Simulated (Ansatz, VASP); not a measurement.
# Cross-check of Te between VASP and Ansatz

Wanted: the spread between two codes on one cell, functional and k mesh. Other levels of theory on this material are compared in a session of their own.

Calculated with Ansatz 0.2.0; plane waves, with VASP 6.6.1 beside it; single point at LDA.

This is not the structure that Te takes at ambient pressure and room temperature (space group No. 152 or space group No. 154); it is a model or a phase of other conditions.

## (1) The starting structure

It takes space group C2/m (No. 12, monoclinic). The conventional cell has a = 7.641 Å, b = 4.296 Å, c = 5.977 Å, α = 90.00°, β = 90.90°, γ = 90.00°. Nearest to Te lie 5 Te at 3.03 to 3.31 Å. Nearest to Te lie 6 Te at 3.09 to 3.31 Å.

Structure file:

```cif
data_structure
_symmetry_space_group_name_H-M 'P 1'
_symmetry_Int_Tables_number 1
_cell_length_a 4.3829
_cell_length_b 4.3829
_cell_length_c 5.9768
_cell_angle_alpha 90.788
_cell_angle_beta 90.788
_cell_angle_gamma 58.699
_cell_volume 98.09
loop_
_atom_site_label
_atom_site_type_symbol
_atom_site_fract_x
_atom_site_fract_y
_atom_site_fract_z
_atom_site_occupancy
Te1 Te 0.69055 0.69055 0.66119 1
Te2 Te 0.30945 0.30945 0.33881 1
Te3 Te 0.00000 0.00000 0.00000 1
```

## (2) Ansatz: single point, LDA

Ansatz runs on its default PAW (the set named soft_2) files.

With cell and atoms fixed, the geometry can't cause a difference; cores, projectors, grids and the points listed under the comparison can.

File input.yaml:

```yaml
crystal:
  lattice:
    - [3.8202894285, -2.1482026, 0.0]
    - [3.8202894285, 2.1482026, 0.0]
    - [-0.0942908673, 0.0, 5.9760906531]
  atoms:
    - { symbol: Te, position: [0.69055339, 0.69055339, 0.66119051] }
    - { symbol: Te, position: [0.30944661, 0.30944661, 0.33880949] }
    - { symbol: Te, position: [0.0, 0.0, 0.0] }
hamiltonian:
  xc: lda
  pseudopotentials: { kind: paw }
kpoints:
  mp_grid: { grid: [7, 7, 5] }
scf:
  occupations: { method: fermi_dirac, width: 0.05 }
  n_extra_bands: 4
output:
  forces: true
  stress: true
  eigenvalues: true
  write_density: true
  write_potential: true
  elf: true
  volumetric_format: npy
```

On the command line:

```bash
ansatz run input.yaml --threads 2 --pin off --max-ram 4608MiB --backend cpu --events-out ev --progress --plain --runs-dir out
```

Numbers of over 12 decimals in the logs are rounded to 6 here.

Log:

```text
scf.n_extra_bands = 4 over 24 filled bands (N_el = 48.0): the run solves 28 bands
Engine: ansatz 0.2.0, aarch64-unknown-linux-gnu
Pseudopotentials: kind: paw
Pseudopotential: Te, paw, valence charge 16, recommended cutoff 420 eV (normal), Te.paw.azcp
Functional definition: SPW92
  exchange = slater_x
  correlation = pw_c
Crystal: 3 atoms, lattice volume = 98.089 Å³
Basis set: ecut = 420 eV, 1937 PW (Γ)
Bands: 28, of which v1, the nominal top of the filled ones, is band 24 counted from 1 (23 counted from 0)
Symmetry: 4 space group operations
Space group: C2/m (ITA 12), of the structure as read, at distance tolerance 4.6e-5 Å
k-points: 72 of 245
Non-local potential: Te, projectors of the file, l = 0: 2, l = 1: 2, l = 2: 2, l = 3: 2
PAW form: soft (Blöchl's): semilocal exchange-correlation on the pseudo side does not see the compensation charge
PAW frozen core: Te, regenerated for the run's functional, and the local potential with it (the file was generated under x = pbe(κ = 0.804, μ = 0.219515), c = pbe(β = 0.066725))
PAW one-centre angular grid: Te, 590 points (default); XC on 64 Gauss nodes
Initial density: superposition of atomic densities (neutral atoms: chi_scale 0, normalization atom), corrected by the library's trained network
Initial wavefunctions: pseudopotential atomic-orbital guess
Functional: x = slater, c = lda
SCF iter   1: F=—  HF=-20481.473265 eV  |F-HF|=—  |Δ(HF+E_count)|=         —  Δρ=4.68e-3  dr2=1.11e-2  ethr=1.77e-3  ⟨swp⟩=7.1  Hψ=8918  notcnv=0
preconditioner: auto → LDOS  [metal: Δε(μ)=0.052 eV  Ē_g=7.849 eV  σ=0.050 eV  W_gap=0.25  n_scr=22 (ndim 8)  ℏωp=15.9 eV  f_vac=0.016  D(μ)=0.84/eV (n_scr^D=2)  β→1.0]
SCF iter   2: F=—  HF=-20481.465747 eV  |F-HF|=—  |Δ(HF+E_count)|=   7.52e-3  Δρ=1.19e-3  dr2=1.96e-3  ethr=2.32e-5  ⟨swp⟩=2.0  Hψ=4533  notcnv=0
SCF iter   3: F=—  HF=-20481.465176 eV  |F-HF|=—  |Δ(HF+E_count)|=   5.71e-4  Δρ=6.27e-4  dr2=5.44e-4  ethr=4.09e-6  ⟨swp⟩=2.0  Hψ=3903  notcnv=0
SCF iter   4: F=—  HF=-20481.464982 eV  |F-HF|=—  |Δ(HF+E_count)|=   1.93e-4  Δρ=1.09e-4  dr2=1.47e-5  ethr=1.13e-6  ⟨swp⟩=2.0  Hψ=3738  notcnv=0
SCF iter   5: F=—  HF=-20481.464973 eV  |F-HF|=—  |Δ(HF+E_count)|=   9.01e-6  Δρ=2.05e-5  dr2=7.71e-7  ethr=3.07e-8  ⟨swp⟩=2.0  Hψ=3754  notcnv=0
SCF iter   6: F=-20481.464973 eV  HF=-20481.464973 eV  |F-HF|=2.03e-8  |Δ(HF+E_count)|=   1.48e-7  Δρ=5.73e-6  dr2=3.64e-8  ethr=2.08e-10  ⟨swp⟩=11.5  Hψ=15619  notcnv=0
SCF 1 converged in 6 iterations: F = -20481.464973 eV  dr2 = 3.64e-8
  greatest PAW one-centre occupation: 0.999 electrons in one spin orbital (limit 2), on the Te atom at site 2 (counted from 0), in its partial waves of l = 2
SCF converged after 6 iterations
Free energy (F): -20481.464973 eV
Harris-Foulkes:  -20481.464973 eV  (|F-HF|=2.03e-8)
Internal energy: -20481.457533 eV  (E = F + TS)
E sigma→0 (E₀):  -20481.461253 eV
Entropy (-TS):   -0.007440 eV (-2.480 meV/atom)
Fermi energy:    9.077493 eV
--- Per-component energies (eV) ---
  E_band       = -784.834971
  E_kinetic    = 543.281299
  E_local      = -3669.499046  (includes V_loc(G=0)·N_el)
  E_nonlocal   = -915.136986
  E_hartree    = 2357.834931
  E_xc         = -370.981949
  E_vxc        = -313.688859  (∫ρ·V_xc dr)
  E_paw        = -13528.645294  (= ΣΔE_a)
  E_vpaw       = -1145.460408  (= ΣTr[D̂ρ^β])
  E_aug_tail   = -0.000634  (compensation charges beyond the density's cutoff)
  E_ewald      = -4900.345838
  E_core_change = 2.035984  (= ΣΔE_core)
  E_smearing   = -0.007440  (= −TS)
  E_closure    = -0.000000  (closes the sum)
  Σ components = -20481.464973   (vs F -20481.464973, Δ=0.00e0)
--- Forces (eV/Å), atoms counted from 1 ---
  atom   1  Te    -0.06028725     0.00000000     0.02700577
  atom   2  Te     0.06028725    -0.00000000    -0.02700577
  atom   3  Te    -0.00000000     0.00000000     0.00000000
  max |Σ_I F_I| component: 6.94e-18 eV/Å
--- Stress (GPa, compression-positive) ---
       -2.764044       0.000000      -0.018518
        0.000000      -2.559700      -0.000000
       -0.018517      -0.000000      -3.222290
  P = ⅓ Tr σ = -2.8487 GPa (-28.487 kbar)
--- Band table (eV; the first three rows and the last of 72) ---
  k-point 0: bands = [... 20 lower, 6.7922, 7.0121, 7.4286, 7.6451, 10.0106, 10.0419, 10.5749, 13.8248]
  k-point 1: bands = [... 20 lower, 6.4998, 7.5527, 7.6284, 7.7910, 9.6921, 9.7113, 10.1582, 13.2778]
  k-point 2: bands = [... 20 lower, 6.4627, 7.8184, 8.1585, 8.3816, 9.0924, 9.1256, 9.3918, 12.9258]
  k-point 71: bands = [... 20 lower, 5.1455, 6.7724, 8.0317, 8.2805, 10.1215, 10.2679, 11.3495, 13.2580]
```

It took 13 s on 2 threads of Arm Neoverse N1, shared host; peak memory 0.42 GiB.

The column dr2 measures how far the density is from self-consistency, as an energy; F and HF (Harris–Foulkes) agree once it is small.

The run ends at a pressure of -2.85 GPa, with forces up to 0.066 eV/Å.

## (3) VASP: single point, LDA

The same cell, functional (in two slightly different forms), mesh and smearing now go to VASP, with its own data sets and cutoff.

Lines of VASP's logs that name or quote its potential files are left out, and so is its time.

File INCAR:

```
SYSTEM = Te
PREC = Accurate
ENCUT = 400
EDIFF = 1E-06
NELM = 100
ISMEAR = -1
SIGMA = 0.05
LREAL = .FALSE.
ALGO = Normal
GGA = CA
NBANDS = 15
LORBIT = 11
LWAVE = .FALSE.
LCHARG = .TRUE.
ISIF = 2
LELF = .TRUE.
LVHAR = .TRUE.
```

File POSCAR:

```
Te
1.0
    3.8202894285     -2.1482026000      0.0000000000
    3.8202894285      2.1482026000      0.0000000000
   -0.0942908673      0.0000000000      5.9760906531
Te
3
Direct
    0.6905533900      0.6905533900      0.6611905100
    0.3094466100      0.3094466100      0.3388094900
    0.0000000000      0.0000000000      0.0000000000
```

File KPOINTS:

```
Automatic mesh
0
Gamma
7 7 5
0 0 0
```

The projector-augmented-wave data sets are Te (LDA family, release 64).

On the command line:

```bash
mpirun -np 4 vasp_std
```

Log:

```text
[banner, memory and clock lines left out]
running    4 mpi-ranks, on    1 nodes
 distrk:  each k-point on    4 cores,    1 groups
 distr:  one band on    1 cores,    4 groups

 POSCAR found type information on POSCAR Te
 POSCAR found :  1 types and       3 ions
 LDA part: xc-table for (Slater(with rela. corr.)+CA(PZ))
 , standard interpolation
|                                                                             |
|           W    W    AA    RRRRR   N    N  II  N    N   GGGG   !!!           |
|           W    W   A  A   R    R  NN   N  II  NN   N  G    G  !!!           |
|           W    W  A    A  R    R  N N  N  II  N N  N  G       !!!           |
|           W WW W  AAAAAA  RRRRR   N  N N  II  N  N N  G  GGG   !            |
|           WW  WW  A    A  R   R   N   NN  II  N   NN  G    G                |
|           W    W  A    A  R    R  N    N  II  N    N   GGGG   !!!           |
|                                                                             |
|     The number of bands has been changed from the values supplied in        |
|     The orbitals not found in the WAVECAR file will be initialized with     |
|     random numbers, which is usually adequate. For correlated               |
|     calculations, however, you should redo the groundstate calculation.     |
|     I found NBANDS = 15. Now, NBANDS = 16.                                  |
|                                                                             |

 POSCAR, INCAR and KPOINTS ok, starting setup
 FFT: planning ... GRIDC
 FFT: planning ... GRID_SOFT
 FFT: planning ... GRID
 WAVECAR not read
 entering main loop
       N       E                     dE             d eps       ncg     rms          rms(c)
DAV:   1     0.574553061303E+02    0.57455E+02   -0.54646E+03  2304   0.713E+02
DAV:   2    -0.780864071724E+01   -0.65264E+02   -0.62142E+02  3120   0.125E+02
DAV:   3    -0.112650683848E+02   -0.34564E+01   -0.34426E+01  2784   0.313E+01
DAV:   4    -0.113213533629E+02   -0.56285E-01   -0.56281E-01  3584   0.485E+00
DAV:   5    -0.113218646934E+02   -0.51133E-03   -0.51133E-03  2976   0.381E-01    0.124E+01
DAV:   6    -0.112943522625E+02    0.27512E-01   -0.39675E-02  2920   0.106E+00    0.758E+00
DAV:   7    -0.112886801114E+02    0.56722E-02   -0.30252E-02  2960   0.947E-01    0.625E-01
DAV:   8    -0.112881638880E+02    0.51622E-03   -0.33605E-03  2928   0.347E-01    0.239E-01
DAV:   9    -0.112879667192E+02    0.19717E-03   -0.51576E-04  3048   0.127E-01    0.102E-01
DAV:  10    -0.112879528926E+02    0.13827E-04   -0.16781E-04  2928   0.636E-02    0.344E-02
DAV:  11    -0.112879486394E+02    0.42532E-05   -0.27745E-05  2784   0.290E-02    0.146E-02
DAV:  12    -0.112879486218E+02    0.17623E-07   -0.14702E-06  2576   0.736E-03
   1 F= -.11287949E+02 E0= -.11284173E+02  d E =-.755182E-02
```

From OUTCAR (step 3):

```text
ion  position               nearest neighbor table
   1  0.691  0.691  0.661-   2 3.03   2 3.03   3 3.09   3 3.31   3 3.31   2 3.47
   2  0.309  0.309  0.339-   1 3.03   1 3.03   3 3.09   3 3.31   3 3.31   1 3.47
   3  0.000  0.000  0.000-   1 3.09   2 3.09   1 3.31   1 3.31   2 3.31   2 3.31

  LATTYP: Found a base centered monoclinic cell.
 ALAT       =     7.6405788570
 B/A-ratio  =     0.5623140969
 C/A-ratio  =     0.7822489081
 COS(beta)  =    -0.0157760547

 Subroutine GETGRP returns: Found  4 space group operations
 (whereof  4 operations were pure point group operations)

The static configuration has the point symmetry C_2h.

 Found     72 irreducible k-points:

   k-points           NKPTS =     72   k-points in BZ     NKDIM =     72   number of bands    NBANDS=     16

   dimension x,y,z NGX =    30 NGY =   30 NGZ =   40
   dimension x,y,z NGXF=    60 NGYF=   60 NGZF=   80

   ENCUT  =  400.0 eV  29.40 Ry    5.42 a.u.   7.15  7.15  9.75*2*pi/ulx,y,z

   NELECT =      18.0000    total number of electrons

 k-points in reciprocal lattice and weights: Automatic mesh
   0.00000000  0.00000000  0.00000000       0.004
   0.14285714  0.00000000  0.00000000       0.016
   0.28571429  0.00000000  0.00000000       0.016
   0.42857143  0.00000000  0.00000000       0.016
   0.14285714  0.14285714  0.00000000       0.008
   0.28571429  0.14285714  0.00000000       0.016
   0.42857143  0.14285714  0.00000000       0.016
  -0.42857143  0.14285714 -0.00000000       0.016
  -0.28571429  0.14285714 -0.00000000       0.016
[...]
-0.14285714 -0.28571429  0.40000000       0.016
  -0.14285714 -0.14285714  0.40000000       0.008

 average (electrostatic) potential at core
       1 -89.5441       2 -89.5441       3 -89.3011

 E-fermi :   6.3200

 k-point     1 :       0.0000    0.0000    0.0000
  band No.  band energies     occupation
    ...
      5       3.6135      2.00000
      6       4.0464      2.00000
      7       4.2557      2.00000
      8       4.6663      2.00000
      9       4.8824      2.00000
     10       7.2483      0.00000
     11       7.2829      0.00000
     12       7.8155      0.00000
     13      10.9946      0.00000
     14      11.3940      0.00000
    ...

 k-point     2 :       0.1429    0.0000    0.0000
  band No.  band energies     occupation
    ...
      5       2.9524      2.00000
      6       3.3606      2.00000
      7       5.0436      2.00000
      8       5.1744      2.00000
      9       6.0892      1.98041
     10       6.4908      0.06359
     11       7.0525      0.00000
     12       7.4793      0.00000
     13      10.4965      0.00000
     14      11.1714      0.00000
    ...

 k-point     3 :       0.2857    0.0000    0.0000
  band No.  band energies     occupation
    ...
      5       2.1416      2.00000
      6       2.7026      2.00000
      7       4.3225      2.00000
      8       5.5232      2.00000
      9       5.6737      2.00000
     10       6.6790      0.00152
     11       6.9952      0.00000
     12       8.3002      0.00000
     13       9.3893      0.00000
     14      11.8756      0.00000
    ...

  Total       -1.6691321     -1.5318130     -1.9137184      0.0000000      0.0000000     -0.0121873
  in kB      -27.2635630    -25.0205959    -31.2586296      0.0000000      0.0000000     -0.1990667
  external PRESSURE =     -27.8475962 kB  Pullay stress =       0.0000000 kB

  energy-cutoff  :      400.00
  volume of cell :       98.09
      direct lattice vectors                 reciprocal lattice vectors
     3.820289429 -2.148202600  0.000000000     0.130880136 -0.232752721  0.002065029
     3.820289429  2.148202600  0.000000000     0.130880136  0.232752721  0.002065029
    -0.094290867  0.000000000  5.976090653     0.000000000  0.000000000  0.167333472

 POSITION                                       TOTAL-FORCE (eV/Angst)
 -----------------------------------------------------------------------------------
      5.21388      0.00000      3.95133        -0.073780      0.000000      0.033951
      2.33240      0.00000      2.02476         0.073780      0.000000     -0.033951
      0.00000      0.00000      0.00000        -0.000000     -0.000000      0.000000
 -----------------------------------------------------------------------------------
    total drift:                               -0.000000     -0.000000     -0.000000

  FREE ENERGIE OF THE ION-ELECTRON SYSTEM (eV)
  ---------------------------------------------------
  free  energy   TOTEN  =       -11.2879486218 eV

  energy  without entropy=      -11.2803968057  energy(sigma->0) =      -11.28417271

 total charge
# of ion       s       p       d       tot
------------------------------------------
    1        1.449   1.783   0.046   3.279
    2        1.449   1.783   0.046   3.279
    3        1.445   1.797   0.040   3.281
--------------------------------------------------
tot          4.343   5.363   0.133   9.839

[... 3 further parts left out ...]
```

The gap is under twice the smearing width, so the edge states are partly filled and the run can't tell a small gap from a semimetal.

## (4) Comparison

Known differences besides the potentials themselves: the two LDA forms differ slightly; the data sets hold 48 valence electrons in Ansatz (default PAW (the set named soft_2) files) and 18 in VASP; the cutoff is 420 eV in Ansatz and 400 eV in VASP; VASP's log shows a relativistic correction to its local exchange, Ansatz's none. Total energies have different zeros and are not compared.

Both answers:

| quantity | Ansatz | VASP | difference |
| --- | --- | --- | --- |
| pressure (GPa) | -2.85 | -2.78 | -0.06 |

Forces (eV/Å; atoms numbered as in POSCAR):

| atom | Ansatz x, y, z | VASP x, y, z |
| --- | --- | --- |
| Te1 | -0.060, 0.000, 0.027 | -0.074, 0.000, 0.034 |
| Te2 | 0.060, 0.000, -0.027 | 0.074, 0.000, -0.034 |
| Te3 | 0.000, 0.000, 0.000 | 0.000, 0.000, 0.000 |

The forces differ by 7.2 meV/Å r.m.s., which is 18.7 % of the r.m.s. force of 0.04 eV/Å (both taken over all components). Ansatz's pressure holds a Pulay correction of 0.04 GPa; VASP's holds none.

## (5) Summary of results

```yaml
r_m_s_force_difference_single_point_lda: 7.2 meV/Å
```

In words: The r.m.s. force difference is 7.2 meV/Å (single point, LDA), within the 12 meV/Å picked in this series as the mark of a large difference. 6 further runs of this series are not shown here. Such differences can come from data sets, numerical settings and the points named under the comparisons, not from the functional's error against experiment.

[Lines on the potential files, build, host, timing and source positions are cut from VASP's logs without a mark.]

[Logs are printed without paths, hosts, clocks, repeated set-up lines and the standing remarks that a program may print on its own settings, such as how far it seeks lower states.]

[Hosts, paths, dates, database ids (printed as entryN), source tags and the programs' standing remarks are cut or masked in the printed files.]
